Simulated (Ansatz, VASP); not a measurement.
**One calculation of OsI3, two programs**

The input INCAR:

```
SYSTEM = OsI3
PREC = Accurate
ENCUT = 520
EDIFF = 1E-7
ISMEAR = 0
SIGMA = 0.05
LREAL = .FALSE.
LASPH = .TRUE.
NELM = 150
ALGO = Normal
ISIF = 2
LWAVE = .FALSE.
LCHARG = .TRUE.
LMAXMIX = 4
LDAU = .TRUE.
LDAUTYPE = 2
LDAUL = 2 -1
LDAUU = 2 0
LDAUJ = 0 0
LDAUPRINT = 1
GGA = PE
LELF = .TRUE.
LVHAR = .TRUE.
NBANDS = 22
```

Contents of KPOINTS:

```
Automatic mesh
0
G
  6 6 6
  0 0 0
```

The input POSCAR:

```
OsI3
1.0
    5.5370319512      0.0000000000      0.0000000000
    0.0000000000      5.5370319512      0.0000000000
    0.0000000000      0.0000000000      5.5370319512
Os I
1 3
Direct
    0.0000000000      0.0000000000      0.0000000000
    0.5000000000      0.0000000000      0.0000000000
    0.0000000000      0.0000000000      0.5000000000
    0.0000000000      0.5000000000      0.0000000000
```

Input for Ansatz:

```yaml
crystal:
  lattice:
    - [5.5370319512, 0.0, 0.0]
    - [0.0, 5.5370319512, 0.0]
    - [0.0, 0.0, 5.5370319512]
  atoms:
    - { symbol: Os, position: [0.0, 0.0, 0.0] }
    - { symbol: I, position: [0.5, 0.0, 0.0] }
    - { symbol: I, position: [0.0, 0.0, 0.5] }
    - { symbol: I, position: [0.0, 0.5, 0.0] }
basis:
  ecutwfc: 420
  ecutrho_ratio: 4
kpoints:
  mp_grid: { grid: [6, 6, 6] }
hamiltonian:
  xc: pbe
  hubbard: { sites: [{ species: Os, l: d, u_eff: 2.0 }] }
scf:
  occupations: { method: gaussian, width: 0.05 }
output:
  forces: true
  stress: true
  eigenvalues: true
  populations: true
  hubbard: { sites: [{ species: Os, l: d }] }
```

Alike in both runs: task single point; functional PBE; k mesh 6 × 6 × 6; occupations gaussian, width 0.05 eV; no spin polarisation; Hubbard terms Os d U = 2.0 eV.

```csv
,VASP,Ansatz
version,VASP 6.6.1,Ansatz 0.2.0
potentials or method,"VASP PAW PBE potentials, release 64 (Os, I)","scalar-relativistic, plane waves, PAW"
plane-wave cutoff (eV),520,420
valence electrons in the cell,29,67
```

Ansatz gave:

| Quantity | Value |
| --- | --- |
| gap on the k mesh at the Fermi level (eV) | none |
| pressure (GPa) | -1.5 |

Q: Estimate VASP's values.

A: gap on the k mesh at the Fermi level (eV): none; pressure (GPa): -1.4.

The programs project onto different local orbitals, so the same U acts differently. A gap of «none» marks a metal or a gap that the smearing closes. The two sets of potentials don't hold the same shells in valence. Ansatz warned: «filled_band_counts_differ_across_k_points».

Caveats: an odd number of electrons without spin polarisation forces a metal; a magnetic or distorted state may lie lower; U without spin polarisation on a metal has little footing. The runs have no spin-orbit coupling, so splittings on I, Os are missing.
